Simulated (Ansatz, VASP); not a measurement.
# PtBr2: VASP beside Ansatz, part 2 of 2

Aim: how closely do two programs agree when they are given the same cell, functional and k mesh? The cell is generated by rule, not measured, and may not be a known phase. The cell is taken from a series of VASP runs on this material, whose earlier steps may have relaxed, scaled or displaced it; both programs get it as it stands.

VASP 6.6.1 and Ansatz 0.2.0.

So far: Set-up; Ansatz: band structure, PBE, spin-orbit coupling; VASP: band structure, PBE, spin-orbit coupling.

## Step 3: VASP: band structure, PBE, spin-orbit coupling (continued)

Level of this step: PBE, spin-orbit coupling; plane waves and PAW (Pt, Br); invented cell (VASP).

Numbers of over 12 decimals in the logs are rounded to 6 here.

Parts of OUTCAR (step 3):

```text
ion  position               nearest neighbor table
   1  0.000  0.000  0.000-   3 2.82   3 2.82   3 2.82   2 2.82   3 2.82   2 2.82   2 2.82   2 2.82

  LATTYP: Found a face centered cubic cell.
 ALAT       =     6.5088200000

 Subroutine GETGRP returns: Found 48 space group operations
 (whereof 48 operations were pure point group operations)

The static configuration has the point symmetry O_h .

 Found     29 irreducible k-points:

   k-points           NKPTS =     29   k-points in BZ     NKDIM =     29   number of bands    NBANDS=     36

   dimension x,y,z NGX =    30 NGY =   30 NGZ =   30
   dimension x,y,z NGXF=    60 NGYF=   60 NGZF=   60

   ENCUT  =  400.0 eV  29.40 Ry    5.42 a.u.   7.51  7.51  7.51*2*pi/ulx,y,z

   NELECT =      24.0000    total number of electrons

 k-points in reciprocal lattice and weights: Automatic mesh
   0.00000000  0.00000000  0.00000000       0.002
   0.12500000  0.00000000  0.00000000       0.016
   0.25000000  0.00000000  0.00000000       0.016
   0.37500000  0.00000000  0.00000000       0.016
   0.50000000  0.00000000  0.00000000       0.008
   0.12500000  0.12500000  0.00000000       0.012
   0.25000000  0.12500000  0.00000000       0.047
   0.37500000  0.12500000  0.00000000       0.047
   0.50000000  0.12500000  0.00000000       0.047
[...]
-0.37500000  0.50000000  0.12500000       0.023
  -0.25000000  0.50000000  0.25000000       0.012

 average (electrostatic) potential at core
       1 -68.9274       2 -61.7434       3 -61.7434

 E-fermi :   4.7996

 k-point     1 :       0.0000    0.0000    0.0000
  band No.  band energies     occupation
    ...
     20       2.8991      1.00000
     21       4.7550      0.99919
     22       4.7550      0.99919
     23       4.7550      0.99919
     24       4.7550      0.99919
     25       5.1277      0.00000
     26       5.1277      0.00000
     27       5.3721      0.00000
     28       5.3721      0.00000
     29       8.5151      0.00000
    ...

 k-point     2 :       0.1250    0.0000    0.0000
  band No.  band energies     occupation
    ...
     20       2.9699      1.00000
     21       4.5376      1.00000
     22       4.5376      1.00000
     23       4.6629      1.00000
     24       4.6629      1.00000
     25       5.0254      0.00000
     26       5.0254      0.00000
     27       6.0938      0.00000
     28       6.0938      0.00000
     29       8.8595      0.00000
    ...

 k-point     3 :       0.2500    0.0000    0.0000
  band No.  band energies     occupation
    ...
     20       2.8939      1.00000
     21       3.9518      1.00000
     22       3.9518      1.00000
     23       4.5546      1.00000
     24       4.5546      1.00000
     25       4.9999      0.00000
     26       4.9999      0.00000
     27       7.1353      0.00000
     28       7.1353      0.00000
     29       9.7887      0.00000
    ...

  Total        1.6530894      1.6530894      1.6530894      0.0000000      0.0000000     -0.0000000
  in kB       38.4202445     38.4202445     38.4202445      0.0000000      0.0000000     -0.0000000
  external PRESSURE =      38.4202445 kB  Pullay stress =       0.0000000 kB

  energy-cutoff  :      400.00
  volume of cell :       68.94
      direct lattice vectors                 reciprocal lattice vectors
     0.000000000  3.254410000  3.254410000    -0.153637679  0.153637679  0.153637679
     3.254410000  0.000000000  3.254410000     0.153637679 -0.153637679  0.153637679
     3.254410000  3.254410000  0.000000000     0.153637679  0.153637679 -0.153637679

 POSITION                                       TOTAL-FORCE (eV/Angst)
 -----------------------------------------------------------------------------------
      0.00000      0.00000      0.00000        -0.000000      0.000000     -0.000000
      1.62721      1.62721      1.62721        -0.000000      0.000000      0.000000
      4.88162      4.88162      4.88162         0.000000     -0.000000      0.000000
 -----------------------------------------------------------------------------------
    total drift:                                0.000000      0.000000      0.000000

  FREE ENERGIE OF THE ION-ELECTRON SYSTEM (eV)
  ---------------------------------------------------
  free  energy   TOTEN  =        -8.3799099310 eV

  energy  without entropy=       -8.3799092530  energy(sigma->0) =       -8.37990959

 Spin-Orbit-Coupling matrix elements
 Ion:    1  E_soc:     -0.9496296
 Ion:    2  E_soc:     -0.0481892
 Ion:    3  E_soc:     -0.0481892

 total charge
# of ion       s       p       d       tot
------------------------------------------
    1        0.424   0.315   8.080   8.818
    2        1.645   3.103   0.045   4.792
    3        1.645   3.103   0.045   4.792
--------------------------------------------------
tot          3.713   6.520   8.169  18.403

 magnetization (x)
# of ion       s       p       d       tot
------------------------------------------
    1        0.000   0.000   0.000   0.000
    2        0.000   0.000   0.000   0.000
    3        0.000   0.000   0.000   0.000
--------------------------------------------------
tot          0.000   0.000   0.000   0.000

 magnetization (y)
# of ion       s       p       d       tot
------------------------------------------
    1       -0.000   0.000  -0.000  -0.000
    2        0.000   0.000   0.000   0.000
    3        0.000   0.000   0.000   0.000
--------------------------------------------------
tot         -0.000   0.000  -0.000   0.000

 magnetization (z)
# of ion       s       p       d       tot
------------------------------------------
    1        0.000   0.000   0.000   0.000
    2        0.000   0.000   0.000   0.000
    3        0.000   0.000   0.000   0.000
--------------------------------------------------
tot          0.000   0.000   0.000   0.000

[... 3 further parts left out ...]
```

The run ends at a pressure of 3.84 GPa.

## Step 4: Comparison

Known differences besides the potentials themselves: spin-orbit coupling enters by fully relativistic files in Ansatz and inside the spheres in VASP; the data sets hold 32 valence electrons in Ansatz (fully relativistic PAW (standard-fr) files) and 24 in VASP; the cutoff is 420 eV in Ansatz and 400 eV in VASP. Total energies have different zeros and are not compared.

The two programs side by side:

```
                     quantity  Ansatz   VASP  difference
               pressure (GPa)    3.90   3.84       +0.06
gap over the path points (eV)   0.092  0.095      -0.003
```

Levels at points of the path, from each program's valence-band top (eV; 8 filled, then empty):

```
k (reciprocal lattice)                                                                         Ansatz                                                                           VASP
     0.000 0.000 0.000      -1.87 -1.87 -1.87 -1.87 0.00 0.00 0.00 0.00 0.38 0.38 0.61 0.61 3.70 3.70      -1.86 -1.86 -1.86 -1.86 0.00 0.00 0.00 0.00 0.37 0.37 0.62 0.62 3.76 3.76
     0.167 0.000 0.167  -2.12 -2.12 -2.12 -2.12 -0.29 -0.29 -0.11 -0.11 0.21 0.21 1.76 1.76 3.86 3.86  -2.11 -2.11 -2.10 -2.10 -0.29 -0.29 -0.11 -0.11 0.21 0.21 1.77 1.77 3.90 3.90
     0.333 0.000 0.333  -2.33 -2.33 -2.30 -2.30 -0.30 -0.30 -0.22 -0.22 0.29 0.29 2.25 2.25 4.60 4.60  -2.32 -2.32 -2.29 -2.29 -0.30 -0.30 -0.21 -0.21 0.29 0.29 2.26 2.26 4.63 4.63
     0.500 0.000 0.500  -2.44 -2.44 -1.58 -1.58 -0.99 -0.99 -0.03 -0.03 0.51 0.51 2.26 2.26 5.59 5.59  -2.43 -2.43 -1.58 -1.58 -0.97 -0.97 -0.01 -0.01 0.51 0.51 2.26 2.26 5.63 5.63
     0.500 0.083 0.583  -2.35 -2.35 -1.56 -1.56 -1.06 -1.06 -0.21 -0.21 0.42 0.42 2.34 2.34 5.96 5.96  -2.33 -2.33 -1.55 -1.55 -1.04 -1.04 -0.20 -0.20 0.43 0.43 2.35 2.35 6.00 6.00
     0.500 0.183 0.683  -2.11 -2.11 -1.44 -1.44 -1.18 -1.18 -0.85 -0.85 0.46 0.46 2.60 2.60 6.30 6.30  -2.10 -2.10 -1.44 -1.44 -1.16 -1.16 -0.85 -0.85 0.47 0.47 2.61 2.61 6.32 6.32
     0.500 0.250 0.750  -2.05 -2.05 -1.36 -1.36 -1.17 -1.17 -1.12 -1.12 0.49 0.49 2.70 2.70 6.06 6.06  -2.04 -2.04 -1.36 -1.36 -1.16 -1.16 -1.12 -1.12 0.50 0.50 2.71 2.71 6.08 6.08
     0.450 0.300 0.750  -2.10 -2.10 -1.50 -1.50 -1.32 -1.32 -0.76 -0.76 0.42 0.42 2.66 2.66 6.25 6.25  -2.09 -2.09 -1.49 -1.49 -1.32 -1.32 -0.74 -0.74 0.43 0.43 2.67 2.67 6.27 6.27
     0.408 0.342 0.750  -2.17 -2.17 -1.61 -1.61 -1.38 -1.38 -0.43 -0.43 0.27 0.27 2.62 2.62 6.56 6.56  -2.16 -2.16 -1.59 -1.59 -1.38 -1.38 -0.42 -0.42 0.28 0.28 2.63 2.63 6.58 6.58
     0.350 0.350 0.700  -2.19 -2.19 -1.91 -1.91 -1.31 -1.31 -0.32 -0.32 0.14 0.14 2.71 2.71 6.64 6.64  -2.18 -2.18 -1.89 -1.89 -1.31 -1.31 -0.31 -0.31 0.15 0.15 2.72 2.72 6.67 6.67
```

Among the levels compared at these points, filled levels agree within 20 meV and empty ones within 64 meV. Ansatz's pressure holds a Pulay correction of 0.02 GPa; VASP's holds none.

## Step 5: Summary of results

```
difference in gap over the path points (band structure, PBE, spin-orbit coupling) : -0.0029 eV
```

**Reading.** The difference in gap over the path points is -0.0029 eV (band structure, PBE, spin-orbit coupling), within the 0.08 eV picked in this series as the mark of a large difference. 1 further run of this series is not shown here. How closely two codes agree says nothing of how well the functional describes the real material.

[Lines on the potential files, build, host, timing and source positions are cut from VASP's logs without a mark.]

[Logs are printed without paths, hosts, clocks, repeated set-up lines and the standing remarks that a program may print on its own settings, such as how far it seeks lower states.]

[Hosts, paths, dates, database ids (printed as entryN), source tags and the programs' standing remarks are cut or masked in the printed files.]
